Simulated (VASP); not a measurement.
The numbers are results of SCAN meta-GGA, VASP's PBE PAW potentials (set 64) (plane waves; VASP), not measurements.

Input for VASP

INCAR:
```
SYSTEM = Pt3Ti
PREC = Accurate; ENCUT = 520; LREAL = .FALSE.
LASPH = .TRUE.
EDIFF = 1E-7; NELM = 100; ALGO = Normal
LMAXMIX = 6; LMIXTAU = .TRUE.
ISMEAR = -5
METAGGA = SCAN
ISIF = 2
LWAVE = .FALSE.; LCHARG = .FALSE.; LORBIT = 11
NEDOS = 601
LEFG = .TRUE.
```

File KPOINTS:
```
Automatic
0
Gamma
  9 9 9
0 0 0
```

**POSCAR**
```
Pt3Ti
1
    3.8764553283     0.0000000000    -0.0000000000
    0.0000000000     3.8764553283    -0.0000000000
    0.0000000000    -0.0000000000     3.8764553283
Ti Pt
1 3
Direct
  0.0000000000   0.0000000000   0.0000000000
  0.0000000000   0.5000000000   0.5000000000
  0.5000000000   0.0000000000   0.5000000000
  0.5000000000   0.5000000000   0.0000000000
```

File KPOINTS_OPT:
```
k-points along high-symmetry lines
10
Line-mode
Reciprocal
  0.000000   0.000000   0.000000 ! GAMMA
  0.000000   0.500000   0.000000 ! X

  0.000000   0.500000   0.000000 ! X
  0.500000   0.500000   0.000000 ! M

  0.500000   0.500000   0.000000 ! M
  0.000000   0.000000   0.000000 ! GAMMA

  0.000000   0.000000   0.000000 ! GAMMA
  0.500000   0.500000   0.500000 ! R

  0.500000   0.500000   0.500000 ! R
  0.000000   0.500000   0.000000 ! X

  0.500000   0.500000   0.500000 ! R
  0.500000   0.500000   0.000000 ! M
```

POTCAR, in this order: Ti_sv Pt (PBE.64 set). Program: vasp_std.

What VASP printed:

**OSZICAR**
```
       N       E                     dE             d eps       ncg     rms          rms(c)
DAV:   1     0.194845451713E+03    0.19485E+03   -0.22083E+04  1750   0.188E+03
DAV:   2    -0.210285026496E+03   -0.40513E+03   -0.39785E+03  1901   0.477E+02
DAV:   3    -0.245384086147E+03   -0.35099E+02   -0.34143E+02  2609   0.119E+02
DAV:   4    -0.246377237984E+03   -0.99315E+00   -0.98662E+00  2034   0.216E+01
DAV:   5    -0.246416875385E+03   -0.39637E-01   -0.39559E-01  2543   0.402E+00    0.229E+01
DAV:   6    -0.233278484025E+03    0.13138E+02   -0.33014E+01  2475   0.478E+01    0.181E+01
DAV:   7    -0.231677545039E+03    0.16009E+01   -0.36555E+01  2440   0.369E+01    0.112E+01
DAV:   8    -0.230408648364E+03    0.12689E+01   -0.21323E+01  1948   0.320E+01    0.110E+01
DAV:   9    -0.230447089884E+03   -0.38442E-01   -0.41430E-01  2149   0.519E+00    0.105E+01
DAV:  10    -0.230266613360E+03    0.18048E+00   -0.75781E-01  2164   0.567E+00    0.806E+00
DAV:  11    -0.230996839159E+03   -0.73023E+00   -0.14013E+01  2341   0.223E+01    0.296E+00
DAV:  12    -0.231110065860E+03   -0.11323E+00   -0.61438E-01  2112   0.558E+00    0.313E+00
DAV:  13    -0.230985196012E+03    0.12487E+00   -0.75103E-01  2118   0.535E+00    0.104E+00
DAV:  14    -0.231005120211E+03   -0.19924E-01   -0.17607E-01  2387   0.311E+00    0.888E-01
DAV:  15    -0.230997086454E+03    0.80338E-02   -0.11718E-02  2202   0.113E+00    0.675E-01
DAV:  16    -0.230997899452E+03   -0.81300E-03   -0.36080E-03  2455   0.469E-01    0.591E-01
DAV:  17    -0.230999713852E+03   -0.18144E-02   -0.14310E-02  2214   0.108E+00    0.587E-01
DAV:  18    -0.230998698397E+03    0.10155E-02   -0.28166E-03  2253   0.433E-01    0.384E-01
DAV:  19    -0.230998482204E+03    0.21619E-03   -0.10079E-02  2373   0.589E-01    0.171E-01
DAV:  20    -0.230998546780E+03   -0.64576E-04   -0.46356E-04  2038   0.199E-01    0.131E-01
DAV:  21    -0.230998724074E+03   -0.17729E-03   -0.16937E-04  1836   0.127E-01    0.504E-02
DAV:  22    -0.230998807041E+03   -0.82967E-04   -0.34795E-05  2266   0.483E-02    0.233E-02
DAV:  23    -0.230998807274E+03   -0.23354E-06   -0.37024E-05  2119   0.469E-02    0.147E-02
DAV:  24    -0.230998758618E+03    0.48656E-04   -0.73717E-06  2450   0.216E-02    0.485E-03
DAV:  25    -0.230998761425E+03   -0.28065E-05   -0.88367E-07  2034   0.109E-02    0.513E-03
DAV:  26    -0.230998751207E+03    0.10218E-04   -0.32084E-07  1568   0.599E-03    0.195E-03
DAV:  27    -0.230998737674E+03    0.13533E-04   -0.63278E-07  1864   0.539E-03    0.155E-03
DAV:  28    -0.230998739984E+03   -0.23106E-05   -0.30608E-08   902   0.166E-03    0.126E-03
DAV:  29    -0.230998744276E+03   -0.42923E-05   -0.56393E-08   891   0.151E-03    0.463E-04
DAV:  30    -0.230998744698E+03   -0.42157E-06   -0.59076E-09   890   0.593E-04    0.308E-04
DAV:  31    -0.230998745823E+03   -0.11246E-05   -0.54742E-09   890   0.510E-04    0.396E-05
DAV:  32    -0.230998746092E+03   -0.26888E-06   -0.18279E-09   888   0.316E-04    0.654E-05
DAV:  33    -0.230998745960E+03    0.13197E-06   -0.60561E-10   884   0.191E-04    0.525E-05
DAV:  34    -0.230998745829E+03    0.13022E-06   -0.22858E-10   884   0.114E-04    0.289E-05
DAV:  35    -0.230998745851E+03   -0.21303E-07   -0.96574E-11   884   0.676E-05
   1 F= -.23099875E+03 E0= -.23099875E+03  d E =0.000000E+00
       N       E                     dE             ncg
       N       E                     dE             ncg
```

File OUTCAR:
```
------------------------ aborting loop because EDIFF is reached ----------------------------------------
  FORCE on cell =-STRESS in cart. coord.  units (eV):
  Direction    XX          YY          ZZ          XY          YZ          ZX
  --------------------------------------------------------------------------------------
  Total        0.0992668      0.0992668      0.0992668      0.0000000      0.0000000     -0.0000000
  in kB        2.7302995      2.7302995      2.7302995      0.0000000      0.0000000     -0.0000000
  external PRESSURE =       2.7302995 kB  Pullay stress =       0.0000000 kB
  volume of cell :       58.25
      direct lattice vectors                 reciprocal lattice vectors
     3.876455328  0.000000000  0.000000000     0.257967632  0.000000000  0.000000000
     0.000000000  3.876455328  0.000000000     0.000000000  0.257967632  0.000000000
     0.000000000  0.000000000  3.876455328     0.000000000  0.000000000  0.257967632
 POSITION                                       TOTAL-FORCE (eV/Angst)
 -----------------------------------------------------------------------------------
      0.00000      0.00000      0.00000         0.000000      0.000000      0.000000
      0.00000      1.93823      1.93823         0.000000      0.000000      0.000000
      1.93823      0.00000      1.93823         0.000000      0.000000      0.000000
      1.93823      1.93823      0.00000         0.000000      0.000000      0.000000
 -----------------------------------------------------------------------------------
    total drift:                                0.000000      0.000000     -0.000000
  FREE ENERGIE OF THE ION-ELECTRON SYSTEM (eV)
  ---------------------------------------------------
  free  energy   TOTEN  =      -230.9987458507 eV

  energy  without entropy=     -230.9987458507  energy(sigma->0) =     -230.99874585

 total charge

# of ion       s       p       d       tot
------------------------------------------
    1        2.204   6.173   1.729  10.107
    2        0.637   0.654   8.060   9.350
    3        0.637   0.654   8.060   9.350
    4        0.637   0.654   8.060   9.350
--------------------------------------------------
tot          4.114   8.134  25.909  38.157

 Electric field gradients after diagonalization (V/A^2)
 (convention: |V_zz| > |V_xx| > |V_yy|)
----------------------------------------------------------------------
 ion       V_xx      V_yy      V_zz     asymmetry (V_yy - V_xx)/ V_zz
----------------------------------------------------------------------
   1      -0.000     0.000     0.000       0.211
   2      20.000    20.000   -40.001       0.000
   3      20.000    20.000   -40.001       0.000
   4      20.000    20.000   -40.001       0.000
```
(Selected blocks of OUTCAR.)

For a metal the tetrahedron method with Blöchl corrections gives inexact stress and forces.

The compound is Pt3Ti in the L1_2 structure. It was relaxed first.
